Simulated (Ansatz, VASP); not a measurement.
## One calculation of SrCl3O, two programs

```xyz
5
Lattice="4.7034 0.0000 0.0000 0.0000 4.7034 0.0000 0.0000 0.0000 4.7034" Properties=species:S:1:pos:R:3 pbc="T T T"
Sr    0.0000    0.0000    0.0000
Cl    0.0000    2.3517    2.3517
Cl    2.3517    0.0000    2.3517
Cl    2.3517    2.3517    0.0000
O     2.3517    2.3517    2.3517
```

Change from the starting cell: species swapped into the KCoF3 type (Pm-3m, No. 221).

Alike in both runs: task single point; functional PBE; k mesh 4 × 4 × 4; occupations gaussian, width 0.1 eV; collinear spin.

```csv
,VASP,Ansatz
version,VASP 6.6.1,Ansatz 0.2.0
potentials or method,"VASP PAW PBE potentials, release 64 (Sr_sv, Cl, O)","scalar-relativistic, plane waves, PAW"
plane-wave cutoff (eV),520,420
valence electrons in the cell,37,37
```

Ansatz gave:

| Property | Result |
| --- | --- |
| gap on the k mesh at the Fermi level (eV) | none |
| pressure (GPa) | 0.8 |
| net moment per atom (μB) | 0.30 |
| size of the moment on the site where the two differ most (μB) | 0.90 |

Estimate VASP's values.

gap on the k mesh at the Fermi level (eV): none; pressure (GPa): 0.8; net moment per atom (μB): 0.30; size of the moment on the site where the two differ most (μB): 0.81.

Site moments also hang on the region over which each program counts them. A gap of «none» marks a metal or a gap that the smearing closes.
